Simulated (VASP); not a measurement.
Output of a VASP run:

**OSZICAR**
```
       N       E                     dE             d eps       ncg     rms          rms(c)
DAV:   1     0.106764182876E+03    0.10676E+03   -0.77299E+03  3240   0.129E+03
DAV:   2    -0.179539377761E+02   -0.12472E+03   -0.11294E+03  3392   0.404E+02
DAV:   3    -0.253306344179E+02   -0.73767E+01   -0.68172E+01  3964   0.808E+01
DAV:   4    -0.255136180929E+02   -0.18298E+00   -0.18056E+00  3444   0.125E+01
DAV:   5    -0.255159427536E+02   -0.23247E-02   -0.23144E-02  3844   0.114E+00    0.244E+01
DAV:   6    -0.243599301963E+02    0.11560E+01   -0.12342E+00  3504   0.102E+01    0.112E+01
DAV:   7    -0.240139654890E+02    0.34596E+00   -0.88624E-01  3680   0.857E+00    0.477E-01
DAV:   8    -0.240076980155E+02    0.62675E-02   -0.81908E-03  3332   0.769E-01    0.310E-01
DAV:   9    -0.240050032594E+02    0.26948E-02   -0.16477E-03  3468   0.509E-01    0.600E-02
DAV:  10    -0.240050292788E+02   -0.26019E-04   -0.75182E-05  3616   0.931E-02    0.111E-02
DAV:  11    -0.240050021828E+02    0.27096E-04   -0.74933E-06  3388   0.323E-02    0.123E-03
DAV:  12    -0.240050018119E+02    0.37087E-06   -0.17565E-07  3036   0.462E-03    0.944E-04
DAV:  13    -0.240050017008E+02    0.11114E-06   -0.10787E-08  1712   0.103E-03    0.253E-04
DAV:  14    -0.240050016897E+02    0.11118E-07   -0.17439E-09  1684   0.449E-04
   1 F= -.24005002E+02 E0= -.24005367E+02  d E =-.240050E+02
       N       E                     dE             d eps       ncg     rms          rms(c)
DAV:   1    -0.240068462606E+02   -0.18446E-02   -0.19954E-01  3300   0.394E+00    0.237E-01
DAV:   2    -0.240049135499E+02    0.19327E-02   -0.23443E-03  3920   0.643E-01    0.121E-01
DAV:   3    -0.240043178723E+02    0.59568E-03   -0.11256E-03  3532   0.289E-01    0.238E-02
DAV:   4    -0.240043210900E+02   -0.32176E-05   -0.71747E-05  3372   0.113E-01    0.117E-02
DAV:   5    -0.240043201966E+02    0.89341E-06   -0.11718E-06  3888   0.108E-02    0.347E-03
DAV:   6    -0.240043201402E+02    0.56327E-07   -0.68121E-08  1780   0.392E-03
   2 F= -.24004320E+02 E0= -.24004557E+02  d E =0.681549E-03
       N       E                     dE             d eps       ncg     rms          rms(c)
DAV:   1    -0.240063459760E+02   -0.20258E-02   -0.84484E-02  3292   0.257E+00    0.154E-01
DAV:   2    -0.240055351819E+02    0.81079E-03   -0.98690E-04  3928   0.417E-01    0.785E-02
DAV:   3    -0.240052830973E+02    0.25208E-03   -0.47852E-04  3544   0.188E-01    0.152E-02
DAV:   4    -0.240052845525E+02   -0.14553E-05   -0.30411E-05  3360   0.736E-02    0.768E-03
DAV:   5    -0.240052841534E+02    0.39909E-06   -0.50936E-07  3748   0.708E-03    0.222E-03
DAV:   6    -0.240052841179E+02    0.35514E-07   -0.32933E-08  1700   0.268E-03
   3 F= -.24005284E+02 E0= -.24005622E+02  d E =-.282428E-03
```

**OUTCAR**
```
------------------------ aborting loop because EDIFF is reached ----------------------------------------
  FORCE on cell =-STRESS in cart. coord.  units (eV):
  Direction    XX          YY          ZZ          XY          YZ          ZX
  --------------------------------------------------------------------------------------
  Total       -0.0277464     -0.0277464     -0.0276189      0.0000000      0.0000000      0.0000000
  in kB       -1.6109473     -1.6109468     -1.6035433      0.0000000      0.0000000      0.0000000
  external PRESSURE =      -1.6084791 kB  Pullay stress =       0.0000000 kB
  volume of cell :       27.60
      direct lattice vectors                 reciprocal lattice vectors
     1.360496905 -2.356449415 -0.000000000     0.367512780 -0.212183634 -0.000000000
     1.360496905  2.356449415  0.000000000     0.367512780  0.212183634 -0.000000000
     0.000000000 -0.000000000  4.303780027     0.000000000 -0.000000000  0.232353883
 POSITION                                       TOTAL-FORCE (eV/Angst)
 -----------------------------------------------------------------------------------
      1.36050      0.78548      1.07595        -0.000000      0.000000      0.000000
      1.36050     -0.78548      3.22784         0.000000     -0.000000      0.000000
 -----------------------------------------------------------------------------------
    total drift:                                0.000000      0.000019     -0.000020
  FREE ENERGIE OF THE ION-ELECTRON SYSTEM (eV)
  ---------------------------------------------------
  free  energy   TOTEN  =       -24.0052841179 eV

  energy  without entropy=      -24.0062976985  energy(sigma->0) =      -24.00562198

 reached required accuracy - stopping structural energy minimisation
```
(Selected blocks of OUTCAR.)

POSCAR:
```
Os
1
    1.3617109229    -2.3585521539     0.0000000000
    1.3617109229     2.3585521539     0.0000000000
    0.0000000000     0.0000000000     4.2961094800
Os
2
Direct
  0.3333330000   0.6666670000   0.2500000000
  0.6666670000   0.3333330000   0.7500000000
```

### Question
Reconstruct the remaining input files.

### Answer
One answer among several that fit: the input of the run itself, AM05 GGA, plane waves, VASP's PBE PAW potentials (set 64).

### KPOINTS
```
kpoints
0
G
  15 15 9
```

**INCAR**
```
SYSTEM=Os
PREC=Accurate; ENCUT=520; LREAL=.FALSE.
LASPH=.TRUE.
EDIFF=1E-7; NELM=100; ALGO=Normal
LMAXMIX=6
ISMEAR=1; SIGMA=0.1
GGA=AM
IBRION=2; NSW=30; ISIF=4
EDIFFG=-0.01
LWAVE=.FALSE.; LCHARG=.FALSE.
```

POTCAR, in this order: Os (PBE.64 set). Program: vasp_std.

The compound is Os in the hcp structure. This run relaxes it. Symmetry was kept, so distortions that lower it aren't found.
